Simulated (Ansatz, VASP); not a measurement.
# Cross-check of In2As2H3 (InAs wire along [110], 16 atoms a period, H-terminated) between VASP and Ansatz, part 3 of 3

One calculation is typed for both programs; each brings its own data sets. How far apart do they land? Of the first pair: The structure shown is the start of the Ansatz relaxation below; VASP solves that cell, so the two are compared at the walk's first step.

VASP 6.6.1 and Ansatz 0.2.0.

So far. Step 4 (Side by side): The forces differ by 27 meV/Å r.m.s., which is 8.7 % of the r.m.s. force of 0.311 eV/Å (both taken over all components).

## Step 6: VASP: single point, PBE, relaxed cell, pair 2

Level of this step: PBE; plane waves and PAW (As, H, In_d) (VASP).

The same cell, functional, mesh and smearing now go to VASP, with its own data sets.

The input, INCAR:

```
SYSTEM = In2As2H3
PREC = Accurate
ENCUT = 500
EDIFF = 1E-06
NELM = 120
ISMEAR = -1
SIGMA = 0.05
LREAL = .FALSE.
ALGO = Normal
GGA = PE
NBANDS = 100
LORBIT = 11
LWAVE = .FALSE.
LCHARG = .FALSE.
ISIF = 2
LASPH = .TRUE.
GGA_COMPAT = .FALSE.
EFERMI = MIDGAP
KPAR = 4
```

The input, POSCAR:

```
In2As2H3
1.0
   19.5550000000      0.0000000000      0.0000000000
    0.0000000000     18.4610000000      0.0000000000
    0.0000000000      0.0000000000      4.4586251322
As H In
8 12 8
Direct
    0.3780082963      0.6206239556      0.0000000000
    0.6913470185      0.6050234840      0.0000000000
    0.2382129482      0.5000000000      0.5000000000
    0.5300267315      0.2718495648      0.5000000000
    0.5300267315      0.7281504352      0.5000000000
    0.5320045584      0.5000000000      0.5000000000
    0.3780082963      0.3793760444      0.0000000000
    0.6913470185      0.3949765160      0.0000000000
    0.4069431962      0.8223550737      0.0000000000
    0.7277403367      0.6783346121      0.0000000000
    0.1856408794      0.5000000000      0.2479433629
    0.8295782303      0.5000000000      0.3563978349
    0.2421582257      0.2979794593      0.5000000000
    0.2421582257      0.7020205407      0.5000000000
    0.5765923111      0.2055001370      0.5000000000
    0.5765923111      0.7944998630      0.5000000000
    0.8295782303      0.5000000000      0.6436021651
    0.1856408794      0.5000000000      0.7520566371
    0.4069431962      0.1776449263      0.0000000000
    0.7277403367      0.3216653879      0.0000000000
    0.4532450760      0.7417982288      0.0000000000
    0.4544315098      0.5000000000      0.0000000000
    0.7918604883      0.5000000000      0.0000000000
    0.3015694029      0.3681721760      0.5000000000
    0.3015694029      0.6318278240      0.5000000000
    0.6145979345      0.3848468029      0.5000000000
    0.6145979345      0.6151531971      0.5000000000
    0.4532450760      0.2582017712      0.0000000000
```

The input, KPOINTS:

```
Automatic mesh
0
Gamma
1 1 19
0 0 0
```

PAW data sets: As, H and In_d (PBE family, release 64).

Started as:

```sh
$ mpirun -np 4 vasp_std
```

Numbers of over 12 decimals in the logs are rounded to 6 here.

The program printed:

```text
[banner, memory and clock lines left out]
running    4 mpi-ranks, on    1 nodes
[...]
[... a notice as in an earlier step ...]

 LDA part: xc-table for (Slater+PW92), standard interpolation
 POSCAR, INCAR and KPOINTS ok, starting setup
[...]
entering main loop
       N       E                     dE             d eps       ncg     rms          rms(c)
DAV:   1     0.121452403969E+04    0.12145E+04   -0.58699E+04  2392   0.120E+03
DAV:   2     0.386592296547E+02   -0.11759E+04   -0.11480E+04  2336   0.303E+02
DAV:   3    -0.946630325224E+02   -0.13332E+03   -0.13246E+03  2400   0.142E+02
DAV:   4    -0.101594979872E+03   -0.69319E+01   -0.69126E+01  2408   0.347E+01
[...]
DAV:  28    -0.969519324364E+02   -0.59838E-05   -0.33813E-07  1600   0.124E-03    0.789E-04
DAV:  29    -0.969519342913E+02   -0.18550E-05   -0.89026E-08  1648   0.839E-04    0.130E-03
DAV:  30    -0.969519349097E+02   -0.61837E-06   -0.25327E-08  1536   0.450E-04
   1 F= -.96951935E+02 E0= -.96951483E+02  d E =-.903684E-03
```

Parts of OUTCAR (step 6):

```text
  Total        0.0258876      0.1121710      0.0279911      0.0000000      0.0000000      0.0000000
  in kB        0.0257684      0.1116547      0.0278623      0.0000000      0.0000000      0.0000000
  external PRESSURE =       0.0550951 kB  Pullay stress =       0.0000000 kB

 POSITION                                       TOTAL-FORCE (eV/Angst)
 -----------------------------------------------------------------------------------
      7.39195     11.45734      0.00000         0.004493     -0.000895     -0.000000
     13.51929     11.16934      0.00000        -0.027509     -0.057814     -0.000000
      4.65825      9.23050      2.22931         0.116335     -0.000000     -0.000000
     10.36467      5.01861      2.22931        -0.041812      0.058252     -0.000000
     10.36467     13.44239      2.22931        -0.041812     -0.058252     -0.000000
     10.40335      9.23050      2.22931         0.014323     -0.000000     -0.000000
      7.39195      7.00366      0.00000         0.004493      0.000895     -0.000000
     13.51929      7.29166      0.00000        -0.027509      0.057814     -0.000000
      7.95777     15.18150      0.00000         0.009620     -0.014957     -0.000000
     14.23096     12.52274      0.00000         0.032791      0.047711     -0.000000
      3.63021      9.23050      1.10549        -0.056202     -0.000000     -0.057601
     16.22240      9.23050      1.58904        -0.004349     -0.000000     -0.007484
      4.73540      5.50100      2.22931         0.017389      0.014044     -0.000000
      4.73540     12.96000      2.22931         0.017389     -0.014044     -0.000000
[...]
-----------------------------------------------------------------------------------
    total drift:                               -0.002968      0.000000     -0.000001

  FREE ENERGIE OF THE ION-ELECTRON SYSTEM (eV)
  ---------------------------------------------------
  free  energy   TOTEN  =       -96.9519349097 eV

  energy  without entropy=      -96.9510312261  energy(sigma->0) =      -96.95148307

[... 1 part as in an earlier step ...]

[... 2 further parts left out ...]
[key lines of the parts left out:]
E-fermi :  -1.3891
```

## Step 7: Differences

What differs besides the data sets and the points named for the pairs above, as far as they apply: the data sets hold 236 valence electrons in Ansatz (on its PAW soft_1 files) and 156 in VASP; the cutoff is 420 eV in Ansatz and 500 eV in VASP; Ansatz's pressure holds a Pulay correction, VASP's none. Total energies have different zeros and are not compared.

Both answers:

```tsv
quantity	Ansatz	VASP	difference
pressure (GPa)	0.00	0.01	-0.01
gap on the k mesh (eV)	0.421	0.415	+0.007
```

Forces on 7 of the 28 atoms, those with the largest forces and the largest differences (eV/Å; atoms numbered as in POSCAR):

```tsv
atom	Ansatz x, y, z	VASP x, y, z
As3	0.009, 0.000, 0.000	0.116, 0.000, 0.000
As4	0.000, -0.003, 0.000	-0.042, 0.058, 0.000
As5	0.000, 0.003, 0.000	-0.042, -0.058, 0.000
H11	-0.002, 0.000, 0.000	-0.056, 0.000, -0.058
H15	-0.001, -0.001, 0.000	0.044, -0.063, 0.000
H16	-0.001, 0.001, 0.000	0.044, 0.063, 0.000
H18	-0.002, 0.000, 0.000	-0.056, 0.000, 0.058
```

The forces differ by 30 meV/Å r.m.s., where the r.m.s. force is 0.005 eV/Å in Ansatz and 0.029 eV/Å in VASP: the atoms lie near their places of rest in Ansatz, so a percentage would say little (all taken over all components). A gap on the mesh is an upper bound, since the band edges may lie between its points.

## Step 8: Summary of results

- r.m.s. force difference (single point, PBE, start cell, pair 1): 8.7 % of the r.m.s. force
- r.m.s. force difference (single point, PBE, relaxed cell, pair 2): 30 meV/Å

In words: The r.m.s. force difference is 8.7 % of the r.m.s. force (single point, PBE, start cell, pair 1), beyond the 3 % picked in this series as the mark of a large difference. The data sets hold unlike numbers of valence electrons (236 in Ansatz and 156 in VASP), so part of the differences comes from the potentials. What causes the difference of the single point, PBE, start cell, pair 1 pair stays open here. What causes the difference of the single point, PBE, relaxed cell, pair 2 pair stays open here. Such differences can come from data sets, numerical settings and the points named under the comparisons, not from the functional's error against experiment.

[Lines on the potential files, build, host, timing and source positions are cut from VASP's logs without a mark.]

[Logs are printed without paths, hosts, clocks, repeated set-up lines and the standing remarks that a program may print on its own settings, such as how far it seeks lower states.]

[Hosts, paths, dates, database ids (printed as entryN), source tags and the programs' standing remarks are cut or masked in the printed files.]
